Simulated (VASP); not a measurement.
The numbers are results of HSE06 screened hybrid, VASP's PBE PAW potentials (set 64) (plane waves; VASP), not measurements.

VASP ran on this input.

POSCAR:
```
Al32As31
1
   11.4648462108     0.0000000000     0.0000000000
    0.0000000000    11.4648462108     0.0000000000
    0.0000000000     0.0000000000    11.4648462108
Al As
32 31
Direct
  0.4994492888   0.0003102303   0.9994598091
  0.7495676731   0.2503150656   0.9977927163
  0.7499091811   0.9986636399   0.2516500530
  0.0007671671   0.9998798762   0.9986076332
  0.2502613356   0.2492319590   0.9995860970
  0.5010264542   0.5001769845   0.9981338258
  0.7507228258   0.7496881496   0.9996681043
  0.2503243133   0.0007182397   0.2503370226
  0.5024463286   0.2517876177   0.2516700711
  0.7475202709   0.4966561594   0.2536857944
  0.5004583015   0.9990497539   0.4985767713
  0.7467643765   0.2534824109   0.4957814648
  0.7503711792   0.0010588788   0.7502090230
  0.9999081643   0.5009352658   0.9996608900
  0.2494307209   0.7503413745   0.9987477582
  0.0016673806   0.2499436323   0.2516024926
  0.2483861608   0.5001131953   0.2518611704
  0.5005499729   0.7512519473   0.2514138974
  0.9998446256   0.0007225313   0.4999748158
  0.2485188291   0.2501587040   0.4986504877
  0.5020570049   0.4982593080   0.4980068038
  0.7497654709   0.7512638371   0.4988915374
  0.2494490631   0.9999314019   0.7515971209
  0.5006883835   0.2504222943   0.7521560956
  0.7497028689   0.4998862484   0.7520541929
  0.9998249401   0.7495830268   0.2504761324
  0.0012815679   0.5001582954   0.4989163437
  0.2503728848   0.7497803123   0.5001090842
  0.9999633093   0.2493640087   0.7506888413
  0.2499612309   0.5011914377   0.7509257371
  0.4996276120   0.7498368309   0.7508523753
  0.0006434665   0.7504306064   0.7516848136
  0.6265684324   0.1264292529   0.1266709100
  0.8734049521   0.3734630572   0.1270194962
  0.8729521978   0.1271473051   0.3742663144
  0.1251240180   0.1250455516   0.1250712360
  0.3766896625   0.3767835490   0.1269776554
  0.6242592718   0.6231094361   0.1275917395
  0.8752591742   0.8750973019   0.1250895148
  0.3772821778   0.1275206073   0.3757393491
  0.8727614332   0.6230097038   0.3760202741
  0.6237235931   0.1274934303   0.6225317346
  0.8730068463   0.3761233459   0.6229443802
  0.8750611076   0.1251331436   0.8749441497
  0.1250250512   0.6251085333   0.1252073310
  0.3750219445   0.8750168765   0.1251617499
  0.1248735693   0.3750987928   0.3752680503
  0.3769893868   0.6233106289   0.3743033473
  0.6250735960   0.8749820895   0.3751472989
  0.1251237020   0.1250780634   0.6251329682
  0.3762976678   0.3739475138   0.6235916866
  0.6261890257   0.6235203228   0.6233722013
  0.8750908454   0.8751401243   0.6251990954
  0.3751840745   0.1251629589   0.8751102027
  0.6251232410   0.3752192280   0.8750452670
  0.8750415115   0.6250492082   0.8751289535
  0.1251681816   0.8751254506   0.3752258959
  0.1249834881   0.6252506327   0.6251410258
  0.3751074794   0.8752585615   0.6252081772
  0.1250937055   0.3751256798   0.8751973538
  0.3752076530   0.6251310119   0.8751501436
  0.6252292417   0.8751669023   0.8749950623
  0.1251274153   0.8750835119   0.8751114594
```

### KPOINTS
```
Automatic mesh
0
Gamma
1 1 1
0 0 0
```

### INCAR
```
NELMIN = 4
ENCUT = 400   ! plane-wave cut-off (eV)
PRECFOCK = Fast
ALGO = Normal   ! blocked Davidson
ISMEAR = 0   ! Gaussian
NELECT = 252.0
SIGMA = 0.05
NELM = 50
LHFCALC = .TRUE.
LREAL = Auto
LWAVE = .FALSE.
GGA = PE   ! PBE
LCHARG = .FALSE.
PREC = Normal
ISIF = 0
LASPH = .TRUE.
LMAXMIX = 4   ! l cut-off of mixed one-centre charges
SYSTEM = Al32As31
HFSCREEN = 0.2
AEXX = 0.25
ISYM = 0
EDIFF = 1E-5
```

POTCAR, in this order: Al As (PBE.64 set). Program: vasp_gam. Read from the step before: WAVECAR.

What VASP printed:

OUTCAR:
```
 ion  position               nearest neighbor table
   1  0.499  0.000  0.999-  54 2.47  62 2.48  46 2.49  33 2.52
   2  0.750  0.250  0.998-  55 2.46  44 2.47  33 2.49  34 2.49
   3  0.750  0.999  0.252-  49 2.46  35 2.48  39 2.49  33 2.49
   4  0.001  1.000  0.999-  63 2.47  44 2.48  36 2.49  39 2.49
   5  0.250  0.249  1.000-  54 2.47  36 2.48  60 2.49  37 2.52
   6  0.501  0.500  0.998-  55 2.46  61 2.47  38 2.49  37 2.49
   7  0.751  0.750  1.000-  56 2.47  39 2.48  62 2.49  38 2.52
   8  0.250  0.001  0.250-  36 2.48  46 2.49  57 2.49  40 2.51
   9  0.502  0.252  0.252-  40 2.47  33 2.48  37 2.49
  10  0.748  0.497  0.254-  41 2.48  34 2.49  38 2.49
  11  0.500  0.999  0.499-  49 2.46  40 2.48  42 2.49  59 2.49
  12  0.747  0.253  0.496-  35 2.48  42 2.49  43 2.49
  13  0.750  0.001  0.750-  44 2.47  53 2.49  62 2.49  42 2.52
  14  1.000  0.501  1.000-  56 2.47  45 2.48  60 2.49  34 2.52
  15  0.249  0.750  0.999-  63 2.47  61 2.48  45 2.49  46 2.49
  16  0.002  0.250  0.252-  47 2.46  35 2.48  36 2.48  34 2.49
  17  0.248  0.500  0.252-  47 2.46  48 2.48  45 2.48  37 2.49
  18  0.501  0.751  0.251-  49 2.46  48 2.48  46 2.49  38 2.49
  19  1.000  0.001  0.500-  50 2.48  53 2.49  57 2.49  35 2.51
  20  0.249  0.250  0.499-  47 2.46  40 2.48  50 2.48  51 2.49
  21  0.502  0.498  0.498-  48 2.47  52 2.48  51 2.49
  22  0.750  0.751  0.499-  49 2.46  41 2.48  53 2.49  52 2.49
  23  0.249  1.000  0.752-  63 2.47  54 2.48  50 2.49  59 2.49
  24  0.501  0.250  0.752-  55 2.46  54 2.47  42 2.49  51 2.49
  25  0.750  0.500  0.752-  55 2.46  56 2.47  52 2.49  43 2.49
  26  1.000  0.750  0.250-  45 2.48  39 2.49  57 2.49  41 2.51
  27  0.001  0.500  0.499-  47 2.46  41 2.48  58 2.48  43 2.49
  28  0.250  0.750  0.500-  58 2.48  59 2.48  57 2.49  48 2.51
  29  1.000  0.249  0.751-  44 2.47  50 2.48  60 2.48  43 2.52
  30  0.250  0.501  0.751-  61 2.47  58 2.48  60 2.48  51 2.52
  31  0.500  0.750  0.751-  61 2.47  62 2.48  59 2.49  52 2.52
  32  0.001  0.750  0.752-  63 2.47  56 2.48  58 2.49  53 2.49
  33  0.627  0.126  0.127-   9 2.48   2 2.49   3 2.49   1 2.52
  34  0.873  0.373  0.127-  10 2.49   2 2.49  16 2.49  14 2.52
  35  0.873  0.127  0.374-  12 2.48   3 2.48  16 2.48  19 2.51
  36  0.125  0.125  0.125-   8 2.48   5 2.48  16 2.48   4 2.49
  37  0.377  0.377  0.127-   9 2.49  17 2.49   6 2.49   5 2.52
  38  0.624  0.623  0.128-  18 2.49   6 2.49  10 2.49   7 2.52
  39  0.875  0.875  0.125-   7 2.48  26 2.49   3 2.49   4 2.49
  40  0.377  0.128  0.376-   9 2.47  20 2.48  11 2.48   8 2.51
  41  0.873  0.623  0.376-  10 2.48  22 2.48  27 2.48  26 2.51
  42  0.624  0.127  0.623-  24 2.49  11 2.49  12 2.49  13 2.52
  43  0.873  0.376  0.623-  12 2.49  25 2.49  27 2.49  29 2.52
  44  0.875  0.125  0.875-  29 2.47  13 2.47   2 2.47   4 2.48
  45  0.125  0.625  0.125-  14 2.48  26 2.48  17 2.48  15 2.49
  46  0.375  0.875  0.125-   1 2.49  18 2.49   8 2.49  15 2.49
  47  0.125  0.375  0.375-  17 2.46  20 2.46  16 2.46  27 2.46
  48  0.377  0.623  0.374-  21 2.47  17 2.48  18 2.48  28 2.51
  49  0.625  0.875  0.375-  18 2.46   3 2.46  11 2.46  22 2.46
  50  0.125  0.125  0.625-  19 2.48  20 2.48  29 2.48  23 2.49
  51  0.376  0.374  0.624-  21 2.49  24 2.49  20 2.49  30 2.52
  52  0.626  0.624  0.623-  21 2.48  22 2.49  25 2.49  31 2.52
  53  0.875  0.875  0.625-  22 2.49  19 2.49  13 2.49  32 2.49
  54  0.375  0.125  0.875-   1 2.47   5 2.47  24 2.47  23 2.48
  55  0.625  0.375  0.875-   2 2.46  24 2.46   6 2.46  25 2.46
  56  0.875  0.625  0.875-   7 2.47  14 2.47  25 2.47  32 2.48
  57  0.125  0.875  0.375-  28 2.49  26 2.49   8 2.49  19 2.49
  58  0.125  0.625  0.625-  30 2.48  28 2.48  27 2.48  32 2.49
  59  0.375  0.875  0.625-  28 2.48  31 2.49  11 2.49  23 2.49
  60  0.125  0.375  0.875-  30 2.48  29 2.48   5 2.49  14 2.49
  61  0.375  0.625  0.875-  30 2.47  31 2.47   6 2.47  15 2.48
  62  0.625  0.875  0.875-  31 2.48   1 2.48   7 2.49  13 2.49
  63  0.125  0.875  0.875-  32 2.47   4 2.47  15 2.47  23 2.47
 Subroutine IBZKPT returns following result:
 Found      1 irreducible k-points:

 Following reciprocal coordinates:
            Coordinates               Weight
  0.000000  0.000000  0.000000      1.000000
 Subroutine IBZKPT_HF returns following result:
   k-points           NKPTS =      1   k-points in BZ     NKDIM =      1   number of bands    NBANDS=    158
   number of dos      NEDOS =    301   number of ions     NIONS =     63
   total plane-waves  NPLWV = 175616
   dimension x,y,z NGX =    56 NGY =   56 NGZ =   56
...
```

### OSZICAR
```
       N       E                     dE             d eps       ncg     rms          rms(c)
DAV:   1    -0.333306924758E+03   -0.33331E+03   -0.21831E+01   362   0.994E+00    0.435E+01
DAV:   2    -0.333497354688E+03   -0.19043E+00   -0.74020E-01   370   0.191E+00    0.337E+01
DAV:   3    -0.333463646147E+03    0.33709E-01   -0.26137E-02   368   0.347E-01    0.209E+01
DAV:   4    -0.333450584289E+03    0.13062E-01   -0.85329E-03   352   0.170E-01    0.125E+01
DAV:   5    -0.333446492671E+03    0.40916E-02   -0.28554E-03   360   0.910E-02    0.742E+00
DAV:   6    -0.333445133184E+03    0.13595E-02   -0.84519E-04   346   0.497E-02    0.436E+00
DAV:   7    -0.333444679449E+03    0.45374E-03   -0.28508E-04   346   0.310E-02    0.254E+00
DAV:   8    -0.333444544019E+03    0.13543E-03   -0.10481E-04   346   0.202E-02    0.145E+00
DAV:   9    -0.333444517259E+03    0.26760E-04   -0.47721E-05   298   0.127E-02    0.826E-01
DAV:  10    -0.333444524493E+03   -0.72344E-05   -0.33328E-05   218   0.847E-03
   1 F= -.33344452E+03 E0= -.33344348E+03  d E =-.208931E-02
```

File OUTCAR:
```
------------------------ aborting loop because EDIFF is reached ----------------------------------------
  volume of cell :     1506.97
      direct lattice vectors                 reciprocal lattice vectors
    11.464846211  0.000000000  0.000000000     0.087223150  0.000000000  0.000000000
     0.000000000 11.464846211  0.000000000     0.000000000  0.087223150  0.000000000
     0.000000000  0.000000000 11.464846211     0.000000000  0.000000000  0.087223150
  FREE ENERGIE OF THE ION-ELECTRON SYSTEM (eV)
  ---------------------------------------------------
  free  energy   TOTEN  =      -333.4445244931 eV

  energy  without entropy=     -333.4424351827  energy(sigma->0) =     -333.44347984

  exchange ACFDT corr.  =         0.00000000  see jH, gK, PRB 81, 115126
```
(Selected blocks of OUTCAR.)

The cell is charged, with a uniform compensating background. The supercell is sampled at Γ alone, which is coarse: total energies, pressure and levels can be off, energies of defects by several tenths of an eV.

The cell is a supercell with a defect, built from AlAs (zinc blende): vac_As, charge -1. The cell's shape comes from a PBE relaxation. The run is not spin-polarised, so no state with unpaired spins was tried.
